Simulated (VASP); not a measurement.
# CsRu2 (P4/mmm) in VASP: a series of runs

Runs on CsRu2. Level: PBE. Tasks: single point, relaxation of cell and atoms.

All numbers are computed with VASP 6.6.1; they aren't measurements. Logs are shortened: lines on timing, memory, paths and dates and some standing lists are left out, and cuts for length are marked.

**1. The cell of the first run**

Symmetry: P4/mmm, No. 123, tetragonal system. The conventional cell has a = 3.703 Å, b = 3.703 Å, c = 5.019 Å, α = 90.00°, β = 90.00°, γ = 90.00°. Cs (site symmetry 4/mmm) is surrounded by 6 Ru at 2.51 to 2.62 Å. Ru (site symmetry 4/mmm) is surrounded by 4 Cs at 2.62 Å. Ru (site symmetry 4/mmm) is surrounded by 2 Cs at 2.51 Å.

The cell was built by a generator and needn't be a form met in nature.

**2. Single point, PBE (random cell by space group and Wyckoff sites (P4/mmm, No. 123))**

Contents of INCAR:

```
ALGO = Fast ; EDIFF = 1E-6
ENCUT = 520 ; GGA = PE
ISIF = 2 ; ISMEAR = 0
LASPH = True ; LCHARG = True
LELF = True ; LREAL = False
LVHAR = True ; LWAVE = False
NBANDS = 26 ; NELM = 100
PREC = Accurate ; SIGMA = 0.1
```

Contents of KPOINTS:

```
k-points
0
Gamma
  4 4 4
```

Contents of POSCAR:

```
CsRu2
1.0
    3.7029176799      0.0000000000      0.0000000000
    0.0000000000      3.7029176799      0.0000000000
    0.0000000000      0.0000000000      5.0189382853
Cs Ru
1 2
Direct
    0.0000000000      0.0000000000      0.5000000000
    0.5000000000      0.5000000000      0.5000000000
    0.0000000000      0.0000000000      0.0000000000
```

Potentials or basis: VASP PAW PBE potentials, release 64 (Cs_sv, Ru_pv).

Started as:

```bash
> cat potpaw_PBE.64/Cs_sv/POTCAR potpaw_PBE.64/Ru_pv/POTCAR > POTCAR
> mpirun -np 1 vasp_std > vasp.out
```

OUTCAR:

```text
EDIFF = 1E-6
   ENCUT = 520
   GGA = PE
   ISIF = 2
   ISMEAR = 0
   LASPH = True
   LREAL = False
   NELM = 100
   PREC = Accurate

 ion  position               nearest neighbor table
   1  0.000  0.000  0.500-   3 2.51   3 2.51   2 2.62   2 2.62   2 2.62   2 2.62
   2  0.500  0.500  0.500-   1 2.62   1 2.62   1 2.62   1 2.62
   3  0.000  0.000  0.000-   1 2.51   1 2.51

  LATTYP: Found a simple tetragonal cell.
 ALAT       =     3.7029176799
 C/A-ratio  =     1.3554009889

  Lattice vectors:

 A1 = (   3.7029176799,   0.0000000000,   0.0000000000)
 A2 = (   0.0000000000,   3.7029176799,   0.0000000000)
 A3 = (   0.0000000000,   0.0000000000,   5.0189382853)

Analysis of symmetry for initial positions (statically):
=====================================================================
 Subroutine PRICEL returns:
 Original cell was already a primitive cell.

 Routine SETGRP: Setting up the symmetry group for a
 simple tetragonal supercell.

 Subroutine GETGRP returns: Found 16 space group operations
 (whereof 16 operations were pure point group operations)
 out of a pool of 16 trial point group operations.

The static configuration has the point symmetry D_4h.

Analysis of symmetry for dynamics (positions and initial velocities):
=====================================================================
 Subroutine PRICEL returns:
 Original cell was already a primitive cell.

 Routine SETGRP: Setting up the symmetry group for a
 simple tetragonal supercell.

 Subroutine GETGRP returns: Found 16 space group operations
 (whereof 16 operations were pure point group operations)
 out of a pool of 16 trial point group operations.

The dynamic configuration has the point symmetry D_4h.

 Subroutine INISYM returns: Found 16 space group operations
 (whereof 16 operations are pure point group operations),
 and found     1 'primitive' translations

----------------------------------------------------------------------------------------

                                     Primitive cell

  volume of cell :      68.8177

  direct lattice vectors                    reciprocal lattice vectors
     3.702917680  0.000000000  0.000000000     0.270057313  0.000000000  0.000000000
     0.000000000  3.702917680  0.000000000     0.000000000  0.270057313  0.000000000
[... 78 lines left out ...]
   ENCUT  =  520.0 eV  38.22 Ry    6.18 a.u.   6.88  6.88  9.33*2*pi/ulx,y,z
   NELM   =    100;   NELMIN=  2; NELMDL= -5     # of ELM steps
   EDIFF  = 0.1E-05   stopping-criterion for ELM
   LREAL  =      F    real-space projection
   EDIFFG = 0.1E-04   stopping-criterion for IOM
   NSW    =      0    number of steps for IOM
   IBRION =     -1    ionic relax: 0-MD 1-quasi-New 2-CG
   NFREE  =      0    steps in history (QN), initial steepest desc. (CG)
   ISIF   =      2    stress and relaxation
   ISYM   =      2    0-nonsym 1-usesym 2-fastsym
   POTIM  = 0.5000    time-step for ionic-motion
   TEBEG  =    0.0;   TEEND  =   0.0 temperature during run
   PSTRESS=    0.0 pullay stress
   NELECT =      37.0000    total number of electrons
   NUPDOWN=      -1.0000    fix difference up-down
   EMIN   =  10.00;   EMAX   =-10.00  energy-range for DOS
   EFERMI =   0.00;   METHOD = LEGACY
   ISMEAR =     0;   SIGMA  =   0.10  broadening in eV -4-tet -1-fermi 0-gaus
   EFERMI_NEDOS =   21; number of points for ismear=-14 and -15
   IALGO  =     68    algorithm
   IMIX   =      4    mixing-type and parameters
     AMIX     =   0.40;   BMIX     =  1.00
     AMIX_MAG =   1.60;   BMIX_MAG =  1.00
  volume/ion in A,a.u.               =      22.94       154.80
  Fermi-wavevector in a.u.,A,eV,Ry     =   1.331196  2.515596 24.110659  1.772083
  Thomas-Fermi vector in A             =   2.460226
   LORBIT       =      0    0 simple, 1 ext, 2 COOP (PROOUT), +10 PAW based schemes
   GGA     = PE    functional components
   LHFCALC =     F    Hartree Fock is set to
   AEXX    =    0.0000 exact exchange contribution
   IVDW    =     0    specifies the selected vdW correction
   LEPSILON=     F    determine dielectric tensor
   LRPA    =     F    only Hartree local field effects (RPA)
 non-spin polarized calculation
 RMM-DIIS sequential band-by-band and
 Gauss-broadening in eV      SIGMA  =   0.10
  energy-cutoff  :      520.00
  volume of cell :       68.82
 maximum number of plane-waves:      1908
 NGX is ok and might be reduce to    28
   NGX = 13   NGY = 13   NGZ = 19

 number of electron      36.9999993 magnetization

 Free energy of the ion-electron system (eV)
  ---------------------------------------------------
  ext. energy  EPLUGINS =         0.00000000
  ---------------------------------------------------
  free energy    TOTEN  =        -9.38882921 eV

  energy without entropy =       -9.33194716  energy(sigma->0) =       -9.36038818

 E-fermi :   5.9718     XC(G=0): -10.9904

 val. band max:        5.9532698456   @ k =   0.5000   0.2500   0.5000
 cond. band min:       5.9747472943   @ k =   0.0000   0.0000   0.5000
 fundamental gap:      0.0214774488
 Fermi energy:         5.9718354472

 k-point     1 :       0.0000    0.0000    0.0000
  band No.  band energies     occupation
      1     -36.1474      2.00000
      2     -35.8047      2.00000
      3     -35.8047      2.00000
      4     -35.6404      2.00000
      5     -35.6404      2.00000
      6     -35.6228      2.00000
[... 511 lines left out ...]
     25      13.1199      0.00000
     26      13.8362      0.00000

------------------------ aborting loop because EDIFF is reached ----------------------------------------

  FORCE on cell =-STRESS in cart. coord.  units (eV):
  Direction    XX          YY          ZZ          XY          YZ          ZX
  --------------------------------------------------------------------------------------
  -------------------------------------------------------------------------------------
  Total        1.5072875      1.5072875      1.9944107      0.0000000      0.0000000      0.0000000
  in kB       35.0918859     35.0918859     46.4328367      0.0000000      0.0000000      0.0000000
  external PRESSURE =      38.8722028 kB  Pullay stress =       0.0000000 kB

 VOLUME and BASIS-vectors are now :
 -----------------------------------------------------------------------------
  energy-cutoff  :      520.00
  volume of cell :       68.82
      direct lattice vectors                 reciprocal lattice vectors
     3.702917680  0.000000000  0.000000000     0.270057313  0.000000000  0.000000000
     0.000000000  3.702917680  0.000000000     0.000000000  0.270057313  0.000000000
     0.000000000  0.000000000  5.018938285     0.000000000  0.000000000  0.199245327

 POSITION                                       TOTAL-FORCE (eV/Angst)
 -----------------------------------------------------------------------------------
      0.00000      0.00000      2.50947         0.000000      0.000000      0.000000
      1.85146      1.85146      2.50947         0.000000      0.000000      0.000000
      0.00000      0.00000      0.00000         0.000000      0.000000      0.000000
 -----------------------------------------------------------------------------------
    total drift:                                0.000000      0.000000      0.000000

  FREE ENERGIE OF THE ION-ELECTRON SYSTEM (eV)
  ---------------------------------------------------
  free  energy   TOTEN  =        -9.3888292096 eV

  energy  without entropy=       -9.3319471588  energy(sigma->0) =       -9.36038818
```

stdout:

```text
POSCAR found type information on POSCAR CsRu
 POSCAR found :  2 types and       3 ions
 scaLAPACK will be used
 LDA part: xc-table for (Slater+PW92), standard interpolation
 POSCAR, INCAR and KPOINTS ok, starting setup
 FFT: planning ... GRIDC
 FFT: planning ... GRID_SOFT
 FFT: planning ... GRID
 WAVECAR not read
 entering main loop
```

It took 32 s on 1 thread of Intel Xeon Platinum 8375C at 2.90GHz (Ice Lake), shared host; peak memory 0.18 GiB.

Results:

```
Free energy            : -9.3888 eV
Pressure               : 3.9 GPa
Band gap on the k mesh : none (metal or under the smearing width)
```

Stress tensor (GPa, compression positive):
```
3.51 0.00 0.00
0.00 3.51 0.00
0.00 0.00 4.64
```

Levels at points of the mesh, in eV from the Fermi level:
| k point | band 15 | band 16 | band 17 | band 18 | band 19 | band 20 | band 21 | band 22 |
| --- | --- | --- | --- | --- | --- | --- | --- | --- |
| (0.00, 0.00, 0.00) | -2.10 | -2.10 | -0.95 | -0.08 | -0.08 | 0.07 | 0.23 | 2.92 |
| (0.50, 0.00, 0.00) | -1.16 | -0.94 | -0.79 | -0.65 | -0.47 | 1.39 | 1.57 | 2.99 |
| (0.50, 0.50, 0.00) | -1.32 | -0.46 | -0.03 | -0.03 | 0.01 | 0.37 | 1.62 | 3.82 |
| (0.00, 0.00, 0.50) | -1.21 | -1.18 | -1.18 | -0.46 | -0.46 | -0.12 | 0.00 | 3.56 |
| (0.50, 0.00, 0.50) | -0.65 | -0.65 | -0.17 | 0.15 | 0.57 | 1.10 | 1.61 | 1.89 |
| (0.50, 0.50, 0.50) | -0.87 | -0.84 | -0.84 | -0.46 | 0.38 | 0.49 | 0.92 | 3.88 |

Caveat: the k mesh is coarse (spacing up to 0.42 Å⁻¹), so the values aren't converged.

(Continued in part 2 of 2.)
